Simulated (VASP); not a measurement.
Level of theory: PBEsol GGA, VASP's PBE PAW potentials (set 64) (plane waves; VASP).

A VASP calculation is set up with these files.

File KPOINTS:
```
Automatic mesh
0
Gamma
13 13 2
0 0 0
```

### POSCAR
```
Te2Mo
23.2356480
  0.1501868247   0.0000000000   0.0000000000
 -0.0750934123   0.1300655979   0.0000000000
  0.0000000000   0.0000000000   0.9999999883
Te Mo
4 2
Direct
  0.3333330000   0.6666670000   0.0719013634
  0.6666670000   0.3333330000   0.9280986366
  0.6666670000   0.3333330000   0.7725679247
  0.3333330000   0.6666670000   0.2274320753
  0.3333330000   0.6666670000   0.8502012177
  0.6666670000   0.3333330000   0.1497987823
```

INCAR:
```
ALGO = Normal
CSHIFT = 0.1
EDIFF = 1E-7
ENCUT = 400
GGA = PS
ISMEAR = 0
LASPH = T
LCHARG = F
LMAXMIX = 4
LOPTICS = T
LREAL = F
LWAVE = F
NBANDS = 93
NEDOS = 1001
NELM = 100
PREC = Accurate
SIGMA = 0.01
SYSTEM = Te2Mo
```

POTCAR, in this order: Te Mo_sv (PBE.64 set). Program: vasp_std.

The cell holds a wide vacuum, so values per volume refer to the whole cell. The dielectric response may not be converged in the k-mesh; for small gaps it tends to come out too large.

**Question.** Predict the energy per atom (σ→0).

**Answer.** 
| Property | Value |
|---|---|
| energy per atom (σ→0) | -6552 meV/atom |

OSZICAR:
```
...
DAV:  19    -0.393117786327E+02   -0.20090E-04   -0.24006E-07  8816   0.111E-03    0.490E-03
DAV:  20    -0.393117943863E+02   -0.15754E-04   -0.10099E-07  7956   0.678E-04    0.352E-03
DAV:  21    -0.393117964447E+02   -0.20583E-05   -0.10678E-08  8008   0.232E-04    0.342E-03
DAV:  22    -0.393117969149E+02   -0.47019E-06   -0.25111E-09  7659   0.111E-04    0.195E-03
DAV:  23    -0.393117971308E+02   -0.21590E-06   -0.13088E-09  7595   0.847E-05    0.745E-04
DAV:  24    -0.393117971623E+02   -0.31544E-07   -0.28294E-10  7755   0.364E-05
   1 F= -.39311797E+02 E0= -.39311797E+02  d E =-.725635E-50
 imaginary and real dielectric function
```

The cell is a sheet with vacuum, built from a database entry that may be metastable or hypothetical.
